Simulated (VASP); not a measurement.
OSZICAR of a VASP run on W (bcc):

### OSZICAR
```
       N       E                     dE             d eps       ncg     rms          rms(c)
DAV:   1     0.652591789314E+02    0.65259E+02   -0.68158E+03  2651   0.123E+03
DAV:   2    -0.122508676708E+02   -0.77510E+02   -0.75110E+02  2859   0.298E+02
DAV:   3    -0.135511514283E+02   -0.13003E+01   -0.12900E+01  3028   0.390E+01
DAV:   4    -0.135576278099E+02   -0.64764E-02   -0.64762E-02  2832   0.297E+00
DAV:   5    -0.135576801780E+02   -0.52368E-04   -0.52368E-04  2970   0.266E-01    0.211E+01
DAV:   6    -0.130771686652E+02    0.48051E+00   -0.56013E-01  2814   0.100E+01    0.851E+00
DAV:   7    -0.129489417546E+02    0.12823E+00   -0.30025E-01  2918   0.689E+00    0.611E-01
DAV:   8    -0.129443541767E+02    0.45876E-02   -0.34586E-03  2727   0.841E-01    0.129E-01
DAV:   9    -0.129443862559E+02   -0.32079E-04   -0.42517E-05  2979   0.840E-02    0.646E-02
DAV:  10    -0.129443823205E+02    0.39354E-05   -0.99418E-06  2859   0.477E-02    0.124E-02
DAV:  11    -0.129443828159E+02   -0.49538E-06   -0.12587E-07  1535   0.431E-03
   1 F= -.12944383E+02 E0= -.12944539E+02  d E =0.469090E-03
```

Question: Which electronic solver shows in the log?

Answer: It is blocked Davidson (ALGO = Normal, or the opening steps of other solvers). The INCAR had ALGO = Normal.

Question: Can the final energy be trusted as converged?

Answer: Self-consistency was reached. It stopped with EDIFF = 1E-6, NELM = 100 (PBE GGA, plane waves, VASP's PBE PAW potentials (set 64)).

The compound is W in the bcc structure. The cell was not relaxed at this level. The run is one of a series of settings (PREC = Single against the base run), some of them coarse on purpose.
